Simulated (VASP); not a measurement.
A convergence study with VASP on TiO$_{2}$ (rutile): a few settings are varied, all else stays as given below, so the limit is that of these other settings. The cell's lengths are 1 % over those of the tabulated start and one atom is moved, so it is off equilibrium.

```
TiO2
1.0
    4.63590     0.00000     0.00000
    0.00000     4.63590     0.00000
    0.00000     0.00000     2.98960
Ti O
2 4
Cartesian
  0.00000   0.00000   0.00000
  2.31795   2.31795   1.49480
  1.41395   1.41395   0.00000
  3.73190   0.90400   1.49480
  0.90400   3.73190   1.49480
  3.28255   3.22195   0.00000
```

Method: LDA (Ceperley-Alder, Perdew-Zunger), VASP's LDA PAW potentials (set 64) (plane waves; VASP). The last row used: 700 eV cut-off, 4×4×6 Γ-centred mesh, Gaussian smearing of 0.050 eV, potentials Ti_sv O.

```tsv
setting	E (eV/atom)	pressure (GPa)	largest force (eV/Å)	electronic steps
ALGO = Normal, EDIFF = 1E-2	-9.7703	-15.37	0.815	11
ALGO = Normal, EDIFF = 1E-3	-9.7703	-14.58	0.802	12
ALGO = Normal, EDIFF = 1E-4	-9.7703	-14.08	0.802	13
ALGO = Normal, EDIFF = 1E-5	-9.7703	-14.07	0.802	14
ALGO = Normal, EDIFF = 1E-6	-9.7703	-14.00	0.802	15
ALGO = Normal, EDIFF = 1E-8	-9.7703	-13.95	0.803	19
ALGO = Normal, EDIFF = 1E-9	-9.7703	-13.95	0.803	20
ALGO = Fast, EDIFF = 1E-2	-9.7706	-21.24	0.809	13
ALGO = Fast, EDIFF = 1E-3	-9.7710	-21.44	0.815	14
ALGO = Fast, EDIFF = 1E-4	-9.7705	-17.85	0.809	17
ALGO = Fast, EDIFF = 1E-5	-9.7703	-13.77	0.803	23
ALGO = Fast, EDIFF = 1E-6	-9.7703	-13.96	0.803	27
ALGO = Fast, EDIFF = 1E-7	-9.7703	-13.98	0.803	29
ALGO = Fast, EDIFF = 1E-8	-9.7703	-13.96	0.803	30
ALGO = All, EDIFF = 1E-3	-9.7701	-13.08	0.808	20
ALGO = All, EDIFF = 1E-4	-9.7702	-14.16	0.804	23
ALGO = All, EDIFF = 1E-5	-9.7703	-14.00	0.802	27
ALGO = All, EDIFF = 1E-6	-9.7703	-13.96	0.803	31
ALGO = All, EDIFF = 1E-7	-9.7703	-13.95	0.803	35
ALGO = All, EDIFF = 1E-8	-9.7703	-13.95	0.803	39
ALGO = All, EDIFF = 1E-9	-9.7703	-13.95	0.803	46
```

Left out are rungs that failed or repeat a setting and relaxations that didn't move; long series are thinned to 24 rows.

The compound is TiO2 in the rutile structure. The cell was not relaxed at this level, it is distorted from the ideal structure.
